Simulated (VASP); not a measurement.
Crystal: Bi.

```
Bi
1.0
     2.26750    1.30914    3.93800
    -2.26750    1.30914    3.93800
     0.00000   -2.61828    3.93800
Bi
2
Direct
  0.23400 0.23400 0.23400
  0.76600 0.76600 0.76600
```

| Item | Value |
| --- | --- |
| Program | VASP 6.6.1 |
| Task | relaxation of cell and atoms |
| Functional | PBE |
| Dispersion | D3(BJ) |
| Potentials or basis | VASP PAW PBE potentials, release 64 (Bi_d) |
| Cutoff | 600 eV |
| k mesh | 10 × 10 × 10 |
| Occupations | methfessel-paxton, width 0.1 eV |
| Spin | no spin polarisation |

At the start: pressure 0.0 GPa; volume 35.07 Å³/atom.

**Question.** Where does the relaxation end?

**Answer.** Over 10 steps the energy falls by 3.8 meV/atom and the volume is 34.55 Å³/atom (-1.5 %); space group R-3m (No. 166, to 0.05 Å).

Step by step:
| step | energy change (eV) | largest force (eV/Å) | pressure (GPa) | volume (Å³) |
| --- | --- | --- | --- | --- |
| 1 | 0.0000 | 0.2175 | 0.03 | 70.14 |
| 2 | -0.0035 | 0.1198 | -0.22 | 70.21 |
| 3 | -0.0050 | 0.0168 | -0.50 | 70.28 |
| 4 | -0.0070 | 0.0147 | -0.01 | 69.37 |
| 5 | -0.0070 | 0.0132 | 0.05 | 69.23 |
| 6 | -0.0070 | 0.0127 | 0.07 | 69.19 |
| 7 | -0.0073 | 0.0066 | 0.04 | 69.16 |
| 8 | -0.0076 | 0.0158 | -0.02 | 69.06 |
| 9 | -0.0076 | 0.0103 | 0.01 | 69.08 |
| 10 | -0.0076 | 0.0060 | 0.02 | 69.09 |

Final structure:
```
CELL_PARAMETERS angstrom
2.26627 1.30843 3.88350
-2.26627 1.30843 3.88350
0.00000 -2.61686 3.88350
ATOMIC_POSITIONS crystal
Bi 0.23714 0.23714 0.23714
Bi 0.76286 0.76286 0.76286
```

Caveat: pairwise dispersion overbinds metals, which lowers pressure and volume.
